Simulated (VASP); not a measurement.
An input for Ansatz (written as the equivalent of a VASP run, and not itself run):

Ansatz 0.2 input:
```yaml
crystal:
  lattice:
    - [0.0000000, 2.5800000, 2.5800000]
    - [2.5800000, 0.0000000, 2.5800000]
    - [2.5800000, 2.5800000, 0.0000000]
  atoms:
    - { symbol: Ce, position: [0.0000000, 0.0000000, 0.0000000], spin: 1 }
kpoints:
  mp_grid: { grid: [11, 11, 11] }
hamiltonian:
  xc: r2scan
  pseudopotentials: { kind: paw }
magnetization: { spin_polarized: true }
scf:
  occupations: { method: methfessel_paxton, width: 0.1 }
  max_iter: 100
relax:
  max_steps: 60
  f_tol: 0.01
  cell: {}
output: { forces: true, stress: true, eigenvalues: true }
```

**Question.** Write the VASP files for the same calculation (r2SCAN).

**Answer.** Several could match; the one computed here: 
**INCAR**
```
ALGO=Normal
EDIFF=1E-6
EDIFFG=-0.01
ENCUT=400
IBRION=2
ISIF=3
ISMEAR=1
ISPIN=2
LASPH=T
LCHARG=F
LMAXMIX=6
LMIXTAU=T
LORBIT=10
LREAL=F
LWAVE=F
MAGMOM=1.0
METAGGA=R2SCAN
NELM=100
NSW=60
PREC=Accurate
SIGMA=0.1
SYSTEM=Ce
```

**KPOINTS**
```
kpoints
0
Gamma
11 11 11
0 0 0
```

**POSCAR**
```
Ce
1.0
  0.0000000000   2.5800000000   2.5800000000
  2.5800000000   0.0000000000   2.5800000000
  2.5800000000   2.5800000000   0.0000000000
Ce
1
Direct
  0.0000000000   0.0000000000   0.0000000000
```

POTCAR, in this order: Ce (PBE.64 set). Program: vasp_std.

The two are equivalent in intent, not identical: each code has its own PAW files, so the cut-off isn't converted (ENCUT is set for VASP's; basis.ecutwfc is left out, and Ansatz then takes the one that its files recommend); Ansatz stops its SCF on the density residual and VASP on the energy change (EDIFF).

The structure was generated: Ce was put into the fcc type (Fm-3m), which need not be its known phase. This run relaxes it. Symmetry was kept, so distortions that lower it aren't found.
